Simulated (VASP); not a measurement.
Computed with PBEsol GGA, VASP's PBE PAW potentials (set 64) (plane waves; VASP).

Input for VASP

File KPOINTS:
```
Automatic
0
G
 11 11 11
```

**POSCAR**
```
Al
2.8553130
  0.0000000000   0.7071067165   0.7071067165
  0.7071067165   0.0000000000   0.7071067165
  0.7071067165   0.7071067165   0.0000000000
Al
1
Cartesian
  0.0000000000   0.0000000000   0.0000000000
```

**INCAR**
```
# general
SYSTEM=Al
PREC  =Accurate
ENCUT =300   # plane-wave cut-off (eV)
LREAL =.FALSE.
LASPH =.TRUE.   # aspherical one-centre terms

# electronic loop
EDIFF =1E-6   # SCF stop (eV)
NELM  =100
ALGO  =Normal   # blocked Davidson

# smearing
ISMEAR=-1   # Fermi-Dirac
SIGMA =0.136

# functional
GGA   =PS

# ions
ISIF  =2

# output
LWAVE =.FALSE.
LCHARG=.FALSE.
```

POTCAR, in this order: Al (PBE.64 set). Program: vasp_std.

The resulting files:

**OSZICAR**
```
       N       E                     dE             d eps       ncg     rms          rms(c)
DAV:   1    -0.303002411794E+01   -0.30300E+01   -0.69785E+02   680   0.195E+02
DAV:   2    -0.412903900957E+01   -0.10990E+01   -0.10567E+01   795   0.222E+01
DAV:   3    -0.413543544510E+01   -0.63964E-02   -0.63884E-02   730   0.183E+00
DAV:   4    -0.413544800384E+01   -0.12559E-04   -0.12559E-04   745   0.777E-02
DAV:   5    -0.413544804692E+01   -0.43082E-07   -0.43063E-07   760   0.352E-03    0.147E+00
DAV:   6    -0.411853774294E+01    0.16910E-01   -0.21414E-03   685   0.291E-01    0.832E-01
DAV:   7    -0.410707149421E+01    0.11466E-01   -0.58893E-03   650   0.466E-01    0.177E-01
DAV:   8    -0.410705454048E+01    0.16954E-04   -0.29738E-05   730   0.540E-02    0.152E-02
DAV:   9    -0.410705376512E+01    0.77537E-06   -0.44450E-07   555   0.443E-03
   1 F= -.41070538E+01 E0= -.40960232E+01  d E =-.220611E-01
```

### OUTCAR
```
------------------------ aborting loop because EDIFF is reached ----------------------------------------
  FORCE on cell =-STRESS in cart. coord.  units (eV):
  Direction    XX          YY          ZZ          XY          YZ          ZX
  --------------------------------------------------------------------------------------
  Total       -0.1272906     -0.1272906     -0.1272906      0.0000000     -0.0000000      0.0000000
  in kB      -12.3897060    -12.3897060    -12.3897060      0.0000000     -0.0000000      0.0000000
  external PRESSURE =     -12.3897060 kB  Pullay stress =       0.0000000 kB
  volume of cell :       16.46
      direct lattice vectors                 reciprocal lattice vectors
     0.000000000  2.019011000  2.019011000    -0.247646001  0.247646001  0.247646001
     2.019011000  0.000000000  2.019011000     0.247646001 -0.247646001  0.247646001
     2.019011000  2.019011000  0.000000000     0.247646001  0.247646001 -0.247646001
 POSITION                                       TOTAL-FORCE (eV/Angst)
 -----------------------------------------------------------------------------------
      0.00000      0.00000      0.00000         0.000000      0.000000      0.000000
 -----------------------------------------------------------------------------------
    total drift:                                0.000000     -0.000000     -0.000000
  FREE ENERGIE OF THE ION-ELECTRON SYSTEM (eV)
  ---------------------------------------------------
  free  energy   TOTEN  =        -4.1070537651 eV

  energy  without entropy=       -4.0849926643  energy(sigma->0) =       -4.09602321
```
(Selected blocks of OUTCAR.)

The structure comes from a computed database's Al entry; how it stands against other phases isn't given here. The cell was not relaxed at this level, and its volume differs by -4.4 % from the start's.
